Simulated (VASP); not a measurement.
Consider the following.

```yaml
crystal:
  lattice:
    - [1.58977, -2.75356, 0.00000]
    - [1.58977, 2.75356, 0.00000]
    - [0.00000, 0.00000, 5.12533]
  atoms:
    - { symbol: Zr, position: [0.33333, 0.66667, 0.25000] }
    - { symbol: Zr, position: [0.66667, 0.33333, 0.75000] }
```

Calculation: PBEsol GGA, VASP's PBE PAW potentials (set 64) (plane waves; VASP 6.6.1). Numerical set-up: 480 eV cut-off, 12×12×8 Γ-centred mesh, first-order Methfessel-Paxton smearing of 0.10 eV, potentials Zr_sv.

Each row applies one change to this cell, which was relaxed at other settings and keeps the small stress of the first row; at a fixed cut-off the stress holds a Pulay part, so it need not integrate to ΔE exactly. Stress is in GPa, positive when the cell is compressed.

```csv
change,ΔE (meV/atom),σxx,σyy,σzz,"largest shear component, with its sign (GPa)",largest force (eV/Å)
none,0.0,0.50,0.50,-0.30,0.00,0.000
atom 2 (Zr) moved by -0.100 Å along z,___,___,___,___,___,___
isotropic strain of -3.0 %,___,___,___,___,___,___
uniaxial strain of +1.0 % along y,0.3,-0.12,-1.01,-1.02,0.00,0.014
biaxial strain of +0.5 % in the xy plane,0.0,-0.57,-0.57,-1.02,0.00,0.000
atom 1 (Zr) moved by 0.075 Å along y,1.2,0.75,0.10,-0.28,0.00,0.062
biaxial strain of -1.5 % in the yz plane,7.8,2.66,4.11,3.36,0.00,0.022
biaxial strain of -3.0 % in the xy plane,31.7,7.09,7.09,5.21,0.00,0.000
```

### Question
What belongs in the gaps?

### Answer

- isotropic strain of -3.0 %, ΔE (meV/atom): 62.4
- isotropic strain of -3.0 %, σxx: 10.55
- isotropic strain of -3.0 %, σyy: 10.55
- isotropic strain of -3.0 %, σzz: 10.68
- isotropic strain of -3.0 %, largest shear component, with its sign (GPa): 0.00
- isotropic strain of -3.0 %, largest force (eV/Å): 0.000
- atom 2 (Zr) moved by -0.100 Å along z, ΔE (meV/atom): 10.5
- atom 2 (Zr) moved by -0.100 Å along z, σxx: 0.85
- atom 2 (Zr) moved by -0.100 Å along z, σyy: 0.85
- atom 2 (Zr) moved by -0.100 Å along z, σzz: 0.28
- atom 2 (Zr) moved by -0.100 Å along z, largest shear component, with its sign (GPa): 0.00
- atom 2 (Zr) moved by -0.100 Å along z, largest force (eV/Å): 0.454

Failed runs are left out, and for metals the shear rows, which the mesh's noise covers.

The compound is Zr in the hcp structure.
